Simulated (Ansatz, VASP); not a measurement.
# Hf12Cl (Hf(0001)): VASP beside Ansatz, part 2 of 2

Wanted: the spread between two codes on one cell, functional and k mesh. The structure shown is the end of the VASP relaxation below.

VASP 6.6.1 and Ansatz 0.2.0.

So far: Starting point; VASP: relaxation, RPBE.

### 3. Ansatz: single point, RPBE

Level of this step: Ansatz beside VASP: Kohn-Sham DFT, plane waves, RPBE (Ansatz).

Ansatz runs on its default PAW (the set named soft_2) files.

The same cell, functional, mesh and smearing now go to Ansatz, which takes its cutoff from its data sets.

The input, input.yaml:

```yaml
crystal:
  lattice:
    - [6.43927828, 0.0, 0.0]
    - [3.21963914, 5.57657857, 0.0]
    - [0.0, 0.0, 20.07565856]
  atoms:
    - { symbol: Hf, position: [0.0, 0.0, 0.37358675] }
    - { symbol: Hf, position: [0.5, 0.0, 0.37358675] }
    - { symbol: Hf, position: [0.0, 0.5, 0.37358675] }
    - { symbol: Hf, position: [0.5, 0.5, 0.37358675] }
    - { symbol: Hf, position: [0.83392044, 0.33215911, 0.49359177] }
    - { symbol: Hf, position: [0.33333333, 0.33333333, 0.49062961] }
    - { symbol: Hf, position: [0.83392044, 0.83392044, 0.49359177] }
    - { symbol: Hf, position: [0.33215911, 0.83392044, 0.49359177] }
    - { symbol: Hf, position: [0.0, 0.0, 0.63174586] }
    - { symbol: Hf, position: [0.49406434, 0.01187132, 0.61356501] }
    - { symbol: Hf, position: [0.01187132, 0.49406434, 0.61356501] }
    - { symbol: Hf, position: [0.49406434, 0.49406434, 0.61356501] }
    - { symbol: Cl, position: [0.0, 0.0, 0.74988028] }
hamiltonian:
  xc: rpbe
  pseudopotentials: { kind: paw }
kpoints:
  mp_grid: { grid: [6, 6, 1] }
scf:
  occupations: { method: methfessel_paxton, width: 0.15 }
  n_extra_bands: 7
efield:
  axis: 3
  dipole_correction: true
  ramp_width: 0.04
output:
  forces: true
  eigenvalues: true
```

The run is started by

```console
$ ansatz run input.yaml --threads 4 --pin off --max-ram 9216MiB --backend cpu --events-out ev --progress --plain --runs-dir out
```

Numbers of over 12 decimals in the logs are rounded to 6 here.

What it wrote:

```text
scf.n_extra_bands = 7 over 160 filled bands (N_el = 319.0): the run solves 167 bands
Engine: ansatz 0.2.0, aarch64-unknown-linux-gnu
Pseudopotentials: kind: paw
Pseudopotential: Hf, paw, valence charge 26, recommended cutoff 420 eV (normal), Hf.paw.azcp
Pseudopotential: Cl, paw, valence charge 7, recommended cutoff 420 eV (normal), Cl.paw.azcp
Functional definition: RPBE
  parameter kappa = 0.804
  parameter beta = 0.066725
  exchange = rpbe_x(kappa = kappa, mu = beta*pi^2/3)
  correlation = pbe_c(beta = beta)
Crystal: 13 atoms, lattice volume = 720.900 Å³
Basis set: ecut = 420 eV, 14131 PW (Γ), exchange–correlation on 90×90×270 points (8 copies of the dense FFT grid, shifted against one another)
Bands: 167, of which v1, the nominal top of the filled ones, is band 160 counted from 1 (159 counted from 0)
Symmetry: 6 space group operations
Space group: P3m1 (ITA 156), of the structure as read, at distance tolerance 9.0e-5 Å
k-points: 7 of 36 (time reversal used)
Non-local potential: Hf, projectors of the file, l = 0: 3, l = 1: 2, l = 2: 2, l = 3: 3
Non-local potential: Cl, projectors of the file, l = 0: 2, l = 1: 2, l = 2: 2
PAW form: soft (Blöchl's): semilocal exchange-correlation on the pseudo side does not see the compensation charge
PAW frozen core: Hf, regenerated for the run's functional, and the local potential with it (the file was generated under x = pbe(κ = 0.804, μ = 0.219515), c = pbe(β = 0.066725))
PAW frozen core: Cl, regenerated for the run's functional, and the local potential with it (the file was generated under x = pbe(κ = 0.804, μ = 0.219515), c = pbe(β = 0.066725))
PAW one-centre angular grid: Hf, 590 points (default); XC on 64 Gauss nodes
PAW one-centre angular grid: Cl, 110 points (default); XC on 64 Gauss nodes
Initial density: superposition of atomic densities (neutral atoms: chi_scale 0, normalization atom), corrected by the library's trained network
Initial wavefunctions: pseudopotential atomic-orbital guess
Functional: x = rpbe, c = pbe(β = 0.066725)
SCF iter   1: F=—  HF=-189883.994185 eV  |F-HF|=—  |Δ(HF+E_count)|=         —  Δρ=4.53e-3  dr2=1.94e0  ethr=1.77e-3  p=-0.026 e·Å  D=-6.62e-3 V/Å  ΔV_dip=0.13 eV  dr2_dipole=4.13e-1  V_vac-E_F(+/−)=4.58/4.44 eV  ⟨swp⟩=5.7  Hψ=4444  notcnv=0
efield: sawtooth ramp at fractional position 0.0417 (placed from the atoms, in the widest stretch of the axis that holds none; the zero of the levels goes with the place), width 0.0400; the density the first Hamiltonian is built on has a dipole p = -0.026 e·Å; the dipole correction subtracts the counter field D = -6.62e-3 V/Å, which shifts the + side's vacuum level by +0.13 eV against the − side's; the planar-averaged density in the ramp window peaks in size at 1.2e-4 e/Å³
preconditioner: auto → LDOS  [metal: Δε(μ)=0.027 eV  Ē_g=15.268 eV  σ=0.150 eV  W_gap=0.15  n_scr=176 (ndim 8)  ℏωp=23.8 eV  f_vac=0.537  D(μ)=17.01/eV (n_scr^D=108)  β→1.0]
SCF iter   2: F=—  HF=-189883.944254 eV  |F-HF|=—  |Δ(HF+E_count)|=   4.99e-2  S|Δr|=    0.00e0  Δρ=2.18e-3  dr2=1.89e-1  ethr=6.08e-4  p=-0.101 e·Å  D=-2.53e-2 V/Å  ΔV_dip=0.51 eV  dr2_dipole=1.50e-2  V_vac-E_F(+/−)=4.77/4.26 eV  ⟨swp⟩=1.9  Hψ=1562  notcnv=0  defer=2
SCF iter   3: F=—  HF=-189883.937203 eV  |F-HF|=—  |Δ(HF+E_count)|=   7.05e-3  S|Δr|=    0.00e0  Δρ=9.05e-4  dr2=3.04e-2  ethr=5.94e-5  p=-0.083 e·Å  D=-2.07e-2 V/Å  ΔV_dip=0.42 eV  dr2_dipole=2.18e-3  V_vac-E_F(+/−)=4.71/4.29 eV  ⟨swp⟩=2.0  Hψ=2200  notcnv=0  defer=2
SCF iter   4: F=—  HF=-189883.935780 eV  |F-HF|=—  |Δ(HF+E_count)|=   1.42e-3  S|Δr|=    0.00e0  Δρ=2.93e-4  dr2=1.75e-3  ethr=9.53e-6  p=-0.083 e·Å  D=-2.10e-2 V/Å  ΔV_dip=0.42 eV  dr2_dipole=1.33e-4  V_vac-E_F(+/−)=4.69/4.27 eV  ⟨swp⟩=2.0  Hψ=2162  notcnv=0  defer=2
SCF iter   5: F=—  HF=-189883.935970 eV  |F-HF|=—  |Δ(HF+E_count)|=   1.90e-4  S|Δr|=    0.00e0  Δρ=1.49e-4  dr2=4.09e-4  ethr=5.48e-7  p=-0.083 e·Å  D=-2.08e-2 V/Å  ΔV_dip=0.42 eV  dr2_dipole=8.72e-5  V_vac-E_F(+/−)=4.68/4.27 eV  ⟨swp⟩=2.7  Hψ=2288  notcnv=0  defer=2
SCF iter   6: F=—  HF=-189883.935943 eV  |F-HF|=—  |Δ(HF+E_count)|=   2.65e-5  S|Δr|=    0.00e0  Δρ=5.62e-5  dr2=5.49e-5  ethr=1.28e-7  p=-0.082 e·Å  D=-2.07e-2 V/Å  ΔV_dip=0.41 eV  dr2_dipole=5.95e-6  V_vac-E_F(+/−)=4.68/4.26 eV  ⟨swp⟩=2.1  Hψ=2243  notcnv=0  defer=2
SCF iter   7: F=—  HF=-189883.935772 eV  |F-HF|=—  |Δ(HF+E_count)|=   1.72e-4  S|Δr|=    0.00e0  Δρ=2.09e-5  dr2=6.86e-6  ethr=1.72e-8  p=-0.081 e·Å  D=-2.04e-2 V/Å  ΔV_dip=0.41 eV  dr2_dipole=7.17e-7  V_vac-E_F(+/−)=4.67/4.26 eV  ⟨swp⟩=2.4  Hψ=2235  notcnv=0
SCF iter   8: F=—  HF=-189883.935775 eV  |F-HF|=—  |Δ(HF+E_count)|=   2.77e-6  S|Δr|=    0.00e0  Δρ=9.53e-6  dr2=1.55e-6  ethr=2.15e-9  p=-0.081 e·Å  D=-2.04e-2 V/Å  ΔV_dip=0.41 eV  dr2_dipole=5.62e-8  V_vac-E_F(+/−)=4.67/4.26 eV  ⟨swp⟩=3.1  Hψ=2428  notcnv=0
SCF iter   9: F=—  HF=-189883.935775 eV  |F-HF|=—  |Δ(HF+E_count)|=   1.08e-7  S|Δr|=    0.00e0  Δρ=3.88e-6  dr2=1.81e-7  ethr=4.85e-10  p=-0.081 e·Å  D=-2.04e-2 V/Å  ΔV_dip=0.41 eV  dr2_dipole=1.11e-8  V_vac-E_F(+/−)=4.67/4.26 eV  ⟨swp⟩=2.4  Hψ=2260  notcnv=0
SCF iter  10: F=-189883.935775 eV  HF=-189883.935775 eV  |F-HF|=1.20e-8  |Δ(HF+E_count)|=   1.24e-7  S|Δr|=    0.00e0  Δρ=1.56e-6  dr2=4.37e-8  ethr=3.13e-11  p=-0.081 e·Å  D=-2.04e-2 V/Å  ΔV_dip=0.41 eV  dr2_dipole=5.05e-9  V_vac-E_F(+/−)=4.67/4.26 eV  ⟨swp⟩=8.6  Hψ=6506  notcnv=0
WARN: efield: at this solve's end the planar-averaged density reaches 3.30e-5 e/Å³ inside the ramp window [0.9919, 0.1315] (bound 1e-5 e/Å³); the window's nearer edge stands 4.86 Å from this solve's nearest atom along the axis. Its work functions, free energy, forces, stress, dipole, levels and responses can be off, and this figure does not tell by how much. A short vacuum, a low `basis.ecutwfc` or `basis.ecutrho_ratio` and negative occupations (`scf.occupations.method`) can put density there. See the manual's quickstart, § The vacuum guard
SCF 1 converged in 10 iterations: F = -189883.935775 eV  dr2 = 4.37e-8
  greatest PAW one-centre occupation: 0.999 electrons in one spin orbital (limit 2), on the Hf atom at site 8 (counted from 0), in its partial waves of l = 0
SCF converged after 10 iterations
Stability not checked: this state was not tested for a lower state beside it, because cold or Methfessel-Paxton smearing, or corrected tetrahedra, fill the levels in a way that the test cannot read (fill_not_monotonic; see scf.lower_state_search)
Free energy (F): -189883.935775 eV
Harris-Foulkes:  -189883.935775 eV  (|F-HF|=1.20e-8)
Internal energy: -189883.940154 eV  (E = F + TS)
E sigma→0 (E₀):  -189883.936870 eV
Entropy (-TS):   0.004379 eV (0.337 meV/atom)
Fermi energy:    5.088312 eV
Dipole field:    D = -0.020401 V/Å  (p = -0.081275 e·Å, saw-weighted, corrected)
Work function:   Φ+ = 4.6687 eV   Φ− = 4.2587 eV
Levels:          The Fermi level and band energies are counted from a zero that moves with the ramp; work functions are not
Vacuum region:   at the solve's end the planar-averaged density reaches 3.30e-5 e/Å³ inside the ramp window [0.9919, 0.1315] (bound 1e-5 e/Å³)
--- Per-component energies (eV) ---
  E_band       = -4223.622288
  E_kinetic    = 5241.225744
  E_local      = -404047.654889  (includes V_loc(G=0)·N_el)
  E_nonlocal   = -14924.987326
  E_hartree    = 197867.023857
  E_xc         = -3706.137957
  E_vxc        = -3303.308518  (∫ρ·V_xc dr)
  E_paw        = -83938.428558  (= ΣΔE_a)
  E_vpaw       = 17085.093827  (= ΣTr[D̂ρ^β])
  E_aug_tail   = 0.000074  (compensation charges beyond the density's cutoff)
  E_efield     = 0.000829  (sawtooth field / dipole correction)
  E_vefield    = -8.005496  (∫n·V_field dr)
  E_ewald      = 113627.291721
  E_core_change = -2.273649  (= ΣΔE_core)
  E_smearing   = 0.004379  (= −TS)
  E_closure    = -0.000000  (closes the sum)
  Σ components = -189883.935775   (vs F -189883.935775, Δ=0.00e0)
--- Forces (eV/Å), atoms counted from 1 ---
  atom   1  Hf     0.00000000    -0.00000000     0.29409611
  atom   2  Hf    -0.00000000    -0.10009700    -0.31931010
  atom   3  Hf    -0.08668655     0.05004850    -0.31931010
  atom   4  Hf     0.08668655     0.05004850    -0.31931010
  atom   5  Hf     0.00000000    -0.01449235     0.05521408
  atom   6  Hf     0.00000000     0.00000000    -0.00417121
  atom   7  Hf     0.01255075     0.00724618     0.05521408
  atom   8  Hf    -0.01255075     0.00724618     0.05521408
  atom   9  Hf    -0.00000000     0.00000000     0.03692763
  atom  10  Hf     0.00000000    -0.04713898     0.13350747
  atom  11  Hf    -0.04082356     0.02356949     0.13350747
  atom  12  Hf     0.04082356     0.02356949     0.13350747
  atom  13  Cl     0.00000000     0.00000000     0.06505981
  max |Σ_I F_I| component: 1.47e-4 eV/Å
--- Band table (eV; the first three rows and the last of 7) ---
  k-point 0: bands = [... 156 lower, 5.3049, 5.3049, 5.6486, 5.7744, 5.8616, 5.8861, 5.8861, 6.1459, ... 3 higher]
  k-point 1: bands = [... 156 lower, 5.2207, 5.2266, 5.4716, 5.5901, 5.6279, 5.7046, 5.7360, 5.9035, ... 3 higher]
  k-point 2: bands = [... 156 lower, 4.8539, 4.9181, 5.0263, 5.0833, 5.2357, 5.3468, 5.3897, 5.4526, ... 3 higher]
  k-point 6: bands = [... 156 lower, 4.4074, 4.4681, 4.6167, 4.8572, 5.0096, 5.0143, 5.0198, 5.1590, ... 3 higher]
```

It took 35 s on 4 threads of Arm Neoverse V1, shared host; peak memory 2.6 GiB; 2.2 min of CPU time.

Reading the cycles: dr2 is the Hartree energy of the density residual (eV), the measure of convergence; HF is the Harris–Foulkes estimate of the energy, which meets the free energy F at convergence.

### 4. Comparison

Known differences besides the potentials themselves: the data sets hold 319 valence electrons in Ansatz (default PAW (the set named soft_2) files) and 55 in VASP; the cutoff is 420 eV in Ansatz and 320 eV in VASP (PREC = Normal, projectors in real space); Ansatz makes its cores anew for this functional, VASP keeps those of its PBE data sets. Total energies have different zeros and are not compared.

Forces on 7 of the 13 atoms, those with the largest forces and the largest differences (eV/Å; atoms numbered as in POSCAR):

```
atom         Ansatz x, y, z           VASP x, y, z
 Hf1    0.000, 0.000, 0.294    0.000, 0.000, 0.457
 Hf2  0.000, -0.100, -0.319  0.000, -0.093, -0.158
 Hf3  -0.087, 0.050, -0.319  -0.081, 0.047, -0.158
 Hf4   0.087, 0.050, -0.319   0.081, 0.047, -0.158
Hf10   0.000, -0.047, 0.134  0.000, -0.002, -0.002
Hf11   -0.041, 0.024, 0.134  -0.002, 0.001, -0.002
Hf12    0.041, 0.024, 0.134   0.002, 0.001, -0.002
```

The forces differ by 68 meV/Å r.m.s., which is 75.7 % of the r.m.s. force of 0.09 eV/Å (both taken over all components, held atoms included). VASP's last cycles still show a density residual of 2e-02, so its state may not be settled.

### 5. Other set-ups

Further runs change the set-up of one program: Ansatz's method, potentials or start, or VASP's data sets, cutoff or form of LDA. The table gives Ansatz less VASP for each quantity, since a change that brings one quantity closer may part another.

| run | r.m.s. force difference (meV/Å) |
| --- | --- |
| as above | 68 |
| cores kept as stored | 68 |
| norm-conserving potentials (cutoff 789 eV) | 71 |

### 6. Results

| Quantity | Value |
| --- | --- |
| r.m.s. force difference (single point, RPBE) | 68 meV/Å |

What this shows: The r.m.s. force difference is 68 meV/Å (single point, RPBE), beyond the 12 meV/Å picked in this series as the mark of a large difference. For single point, RPBE, no further run moves any of the tabulated differences by more than a quarter of its size. 1 further run of this series is not shown here. How closely two codes agree says nothing of how well the functional describes the real material.

[Lines on the potential files, build, host, timing and source positions are cut from VASP's logs without a mark.]

[Logs are printed without paths, hosts, clocks, repeated set-up lines and the standing remarks that a program may print on its own settings, such as how far it seeks lower states.]

[Hosts, paths, dates, database ids (printed as entryN), source tags and the programs' standing remarks are cut or masked in the printed files.]
